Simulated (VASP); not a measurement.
# Ga2H13N4F8 (a cell with a defect) in VASP: notebook, part 2 of 2

VASP 6.6.1. Earlier steps stand in the parts before.

## 4. Single point, PBEsol

File INCAR:

```
SYSTEM = Ga2H13N4F8
ALGO = Fast
EDIFF = 1E-7
ENCUT = 520
GGA = PS
ISIF = 2
ISMEAR = -1
LASPH = .TRUE.
LCHARG = .TRUE.
LELF = .TRUE.
LREAL = Auto
LVHAR = .TRUE.
LWAVE = .FALSE.
NBANDS = 76
NELM = 100
PREC = Accurate
SIGMA = 0.05
```

File KPOINTS:

```
k-points
0
G
  2 2 2
  0 0 0
```

File POSCAR:

```
Ga2H13N4F8
1.0
    5.3580880000     -3.4262370000      0.0000000000
    5.3580880000      3.4262370000      0.0000000000
   -3.6942100000      0.0000000000      6.6150590000
Ga H N F
2 13 4 8
Direct
    0.0234627810      0.0077312365      0.0003628086
   -0.0176519590      0.0129647205      0.5085215415
    0.2254375793      0.2522016356      1.0156523169
    0.3470654732      0.4911010434      0.5859358171
    0.3065917784      0.3585730044      0.7207796635
    0.5933947142      0.3266881204      0.7582094128
    0.7327347436      0.8620894846      1.0340799681
    0.7023241459      0.8052650691      0.7790557877
    0.4293860088      0.1943759964      0.5309854379
    0.3870278496      0.1635465201      0.2557044465
    0.1139441705      0.4302678807      0.2226283998
    0.4682031925      0.7402801095      0.4538886199
    0.6918328875      0.5803403084      0.3055906229
    0.5462038993      0.4364333260      0.3419017124
    0.8839618455      0.6293676653     -0.1119717904
    0.8103354201      0.8095765701      0.9176335389
    0.4150634214      0.3477884488      0.6503494527
    0.5595081886      0.5955827509      0.3581222783
    0.2280779162      0.2388769357      0.1446547945
    0.2982074501      0.7277165588     -0.0276943864
    0.7915011718      0.3253337700     -0.0011640108
   -0.0041594207      0.0566069536      0.2599523300
    0.3397063168      0.9205768170      0.6197828319
    1.0424480215      0.2943678391      0.7131909179
    0.0480615183      0.6614166364      0.3726497375
    0.6578680045      0.1333567112      0.3885679629
    0.9133540673      0.9302822600      0.7021706080
```

On the command line:

```bash
cat potpaw_PBE.64/Ga_d/POTCAR potpaw_PBE.64/H/POTCAR potpaw_PBE.64/N/POTCAR potpaw_PBE.64/F/POTCAR > POTCAR
mpirun -np 1 vasp_std > vasp.out
```

It took 4.1 min on 1 thread of Intel Xeon Platinum 8488C (Sapphire Rapids), shared host; peak memory 0.39 GiB.

Results (log left out):

```
Free energy            : -130.4736 eV
Pressure               : -0.2 GPa
Largest force          : 2.944 eV/Å
Band gap on the k mesh : none (metal or under the smearing width)
```

Forces on the atoms (eV/Å):
```
Ga  -0.094 -0.227  0.056
Ga   0.534 -1.757  0.528
H    1.170 -0.686 -0.507
H   -0.486 -0.294  0.926
H   -1.362  1.047  0.471
H   -0.113  0.903 -0.304
H    0.378  0.000 -1.289
H   -0.261  2.025 -1.293
H   -0.373 -0.172  0.192
H    0.687  0.927 -2.067
H   -0.375 -2.327 -0.940
H    0.368  0.823  0.370
H    0.216  0.267  0.037
H   -0.648 -0.710 -0.237
H   -0.157 -1.772  0.421
N   -0.733 -0.010  2.138
N    2.070 -0.947 -0.466
N    0.331 -0.573 -0.642
N   -1.035  1.548  2.281
F    0.166  0.588  0.444
F   -0.572  0.142 -0.610
F   -0.121 -0.273  1.605
F   -0.348  0.031 -0.496
F   -0.280  0.691 -0.274
F    0.208  0.914  0.291
F   -0.269 -0.289  0.163
F    1.099  0.133 -0.800
```

Stress tensor (GPa, compression positive):
```
 1.34 -1.98 -0.57
-1.98 -0.86  0.35
-0.57  0.35 -1.21
```

Levels at points of the mesh, in eV from the Fermi level:
```csv
k point,band 54,band 55,band 56,band 57,band 58,band 59,band 60,band 61
"(0.00, 0.00, 0.00)",-0.86,-0.77,-0.57,-0.22,-0.03,4.47,7.40,7.97
"(0.50, 0.00, 0.00)",-0.89,-0.82,-0.69,-0.22,0.00,5.51,6.97,7.44
"(0.00, 0.50, 0.00)",-0.91,-0.81,-0.58,-0.18,0.03,5.47,7.12,7.38
"(0.50, 0.50, 0.00)",-0.94,-0.77,-0.73,-0.44,0.01,5.76,7.22,7.39
"(0.00, 0.00, 0.50)",-0.82,-0.80,-0.60,-0.26,-0.07,5.37,6.26,7.86
"(0.50, 0.00, 0.50)",-0.91,-0.78,-0.66,-0.23,0.01,5.68,6.62,7.69
"(0.00, 0.50, 0.50)",-0.96,-0.81,-0.60,-0.20,0.03,5.68,6.71,7.89
"(0.50, 0.50, 0.50)",-0.88,-0.79,-0.78,-0.37,0.00,5.56,6.80,7.89
```

Caveat: the k mesh is coarse (spacing up to 0.57 Å⁻¹), so the values aren't converged; the PAW data sets were made with another functional, which shifts forces and pressure a little; an odd number of electrons without spin polarisation forces a metal; a magnetic or distorted state may lie lower.

## 5. Single point, PBEsol

File INCAR:

```
SYSTEM = Ga2H13N4F8
  PREC = Accurate
  ENCUT = 520
  EDIFF = 1E-6
  ISMEAR = -1
  SIGMA = 0.05
  LREAL = Auto
  LASPH = .True.
  NELM = 80
  ALGO = Fast
  ISIF = 2
  LWAVE = .False.
  LCHARG = .True.
  GGA = PS
  LELF = .True.
  LVHAR = .True.
  NBANDS = 76
```

File KPOINTS:

```
Automatic mesh
0
Gamma
  2 2 2
  0 0 0
```

File POSCAR:

```
Ga2H13N4F8
1.0
    5.3580880000     -3.4262370000      0.0000000000
    5.3580880000      3.4262370000      0.0000000000
   -3.6942100000      0.0000000000      6.6150590000
Ga H N F
2 13 4 8
Direct
    0.0202547134      0.0079379940     -0.0085108840
   -0.0118456665      0.0092853878      0.5123914995
    0.2362564571      0.2865448639      1.0240120307
    0.3465763293      0.5365806985      0.6251493751
    0.3289791989      0.4157799661      0.7773475641
    0.6184236510      0.3546648976      0.7905598423
    0.8088291240      0.7567603384      1.0237550413
    0.6060462392      0.8876671546      0.8263871872
    0.4263616876      0.2452883994      0.5790575715
    0.3570730628      0.1896298883      0.2493855308
    0.0913240889      0.4250429764      0.2100963877
    0.4344111326      0.7073928324      0.4118028275
    0.6345590477      0.6028332797      0.2694911716
    0.6343936340      0.4159323892      0.3803896534
    0.8240705278      0.6689148862     -0.2206027187
    0.7748037054      0.8179705967      0.9068853354
    0.4356340515      0.3965824622      0.6900769895
    0.5546272718      0.5693081009      0.3372154353
    0.2158528081      0.2425876779      0.1302482714
    0.3063942655      0.7366622242     -0.0133483314
    0.7892386713      0.3094703423     -0.0410427178
    0.0223499066      0.0349293049      0.2778962365
    0.3250030110      0.9235605539      0.6235469706
    1.0659498391      0.2892084753      0.7127525242
    0.0203934319      0.6790752452      0.3820071748
    0.6653704812      0.1128109239      0.4014023155
    0.9106891073      0.9394086617      0.7044230445
```

On the command line:

```bash
cat potpaw_PBE.64/Ga_d/POTCAR potpaw_PBE.64/H/POTCAR potpaw_PBE.64/N/POTCAR potpaw_PBE.64/F/POTCAR > POTCAR
mpirun -np 1 vasp_std > vasp.out
```

Wall time 4.2 min (1 thread of Intel Xeon Platinum 8488C (Sapphire Rapids), shared host); peak memory 0.4 GiB.

Results (log left out):

```
Free energy            : -130.5246 eV
Pressure               : 1.1 GPa
Largest force          : 3.814 eV/Å
Band gap on the k mesh : none (metal or under the smearing width)
```

Forces in eV/Å, atoms in the order of the input:
```
Ga  -0.932 -0.408  0.307
Ga   0.295 -0.676  0.411
H    0.338 -0.623 -0.129
H    0.415 -0.109  0.453
H    0.926 -0.148 -0.818
H    0.512  0.668 -0.121
H   -0.589  0.408 -0.111
H   -0.710  1.749  0.242
H   -0.798 -0.950 -1.342
H    0.808 -0.628 -0.628
H   -0.001 -2.509 -1.121
H    0.063  0.362  0.076
H    1.789 -0.249 -0.952
H   -0.456 -0.642 -0.047
H    0.081  0.233  1.859
N    1.660 -2.773 -1.394
N   -1.371  1.365  0.843
N   -1.462  0.591  0.782
N   -0.822  3.164  1.964
F   -0.190  0.993  0.431
F   -0.318  0.279  1.074
F    0.672  0.034 -0.191
F    0.074 -1.534 -0.277
F   -0.164  1.357 -0.075
F   -0.289 -0.351 -0.541
F   -0.068  0.851 -0.239
F    0.537 -0.458 -0.457
```

Stress tensor (GPa, compression positive):
```
-0.06 -1.05 -0.20
-1.05  2.99 -0.84
-0.20 -0.84  0.24
```

Levels at points of the mesh, in eV from the Fermi level:
```
           k point  band 55  band 56  band 57  band 58  band 59  band 60
(0.00, 0.00, 0.00)    -0.53    -0.37    -0.25    -0.04     4.95     7.69
(0.50, 0.00, 0.00)    -0.60    -0.46    -0.22    -0.03     6.18     7.28
(0.00, 0.50, 0.00)    -0.54    -0.44    -0.21     0.06     6.16     7.24
(0.50, 0.50, 0.00)    -0.60    -0.54    -0.30     0.02     6.56     7.56
(0.00, 0.00, 0.50)    -0.50    -0.46    -0.35    -0.06     6.16     6.37
(0.50, 0.00, 0.50)    -0.60    -0.37    -0.30    -0.03     6.49     6.89
(0.00, 0.50, 0.50)    -0.69    -0.42    -0.27     0.05     6.54     6.92
(0.50, 0.50, 0.50)    -0.65    -0.48    -0.30     0.02     6.52     6.79
```

Caveat: the k mesh is coarse (spacing up to 0.57 Å⁻¹), so the values aren't converged; the PAW data sets were made with another functional, which shifts forces and pressure a little; an odd number of electrons without spin polarisation forces a metal; a magnetic or distorted state may lie lower.
